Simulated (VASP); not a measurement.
Given:

```
CELL_PARAMETERS angstrom
      3.63482     0.00000     0.00000
     -1.81741     3.14785     0.00000
      0.00000     0.00000    14.93195
ATOMIC_POSITIONS crystal
  Te 0.33333 0.66667 0.62782
  Te 0.66667 0.33333 0.37218
  Te 0.66667 0.33333 0.12782
  Te 0.33333 0.66667 0.87218
  Mo 0.33333 0.66667 0.25000
  Mo 0.66667 0.33333 0.75000
```

Method: PBE GGA, VASP's PBE PAW potentials (set 64) (plane waves; VASP 6.6.1). Run with 300 eV cut-off, 5×5×2 Γ-centred mesh, Gaussian smearing of 0.010 eV, potentials Te Mo_sv.

At this cut-off the stress carries a Pulay error, which pulls relaxed volumes low.

### Question
Which forces act on the atoms, in eV/Å?

### Answer

```
atom     Fx     Fy      Fz
----  -----  -----  ------
Te1   0.000  0.000   0.532
Te2   0.000  0.000  -0.532
Te3   0.000  0.000   0.532
Te4   0.000  0.000  -0.532
Mo5   0.000  0.000   0.000
Mo6   0.000  0.000   0.000
```

### Question
Give the stress tensor in GPa (positive for a compressed cell).

### Answer

```
-3.99   0.00   0.00
 0.00  -3.99   0.00
 0.00   0.00  -3.71
```
The pressure is its mean diagonal, -3.90 GPa.

The structure comes from a computed database's Te2Mo entry; how it stands against other phases isn't given here. The cell was not relaxed at this level.
